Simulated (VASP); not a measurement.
Crystal: SnSe2.

```
CELL_PARAMETERS angstrom
3.81100 0.00000 0.00000
-1.90550 3.30042 0.00000
0.00000 0.00000 6.13600
ATOMIC_POSITIONS crystal
Sn 0.00000 0.00000 0.00000
Se 0.33333 0.66667 0.24900
Se 0.66667 0.33333 0.75100
```

```yaml
Program: VASP 6.6.1
Task: relaxation of cell and atoms
Functional: r2SCAN
Dispersion: rVV10
Potentials_or_basis: VASP PAW PBE potentials, release 64 (Sn_d, Se)
Cutoff: 600 eV
k_mesh: 9 × 9 × 5
Occupations: gaussian, width 0.03 eV
Spin: no spin polarisation
```

At the start: pressure 2.9 GPa; volume 25.73 Å³/atom.

Question: How do energy, volume and symmetry change on relaxing?

Answer: Over 7 steps the energy falls by 11.6 meV/atom and the volume is 26.47 Å³/atom (+2.9 %); space group P-3m1 (No. 164, to 0.05 Å).

The path:
```
step  energy change (eV)  largest force (eV/Å)  pressure (GPa)  volume (Å³)
   1              0.0000                0.5812            2.90        77.18
   2             -0.0047                0.3693           -2.69        82.49
   3             -0.0330                0.0627           -0.22        79.86
   4             -0.0330                0.0724           -0.16        79.81
   5             -0.0345                0.0331           -0.05        79.55
   6             -0.0347                0.0110            0.01        79.41
   7             -0.0347                0.0092            0.02        79.40
```

Final structure:
```
CELL_PARAMETERS angstrom
3.82860 0.00000 0.00000
-1.91430 3.31566 0.00000
0.00000 0.00000 6.25507
ATOMIC_POSITIONS crystal
Sn 0.00000 0.00000 0.00000
Se 0.33333 0.66667 0.25219
Se 0.66667 0.33333 0.74781
```

Caveat: the PAW data sets were made with another functional, which shifts forces and pressure a little.
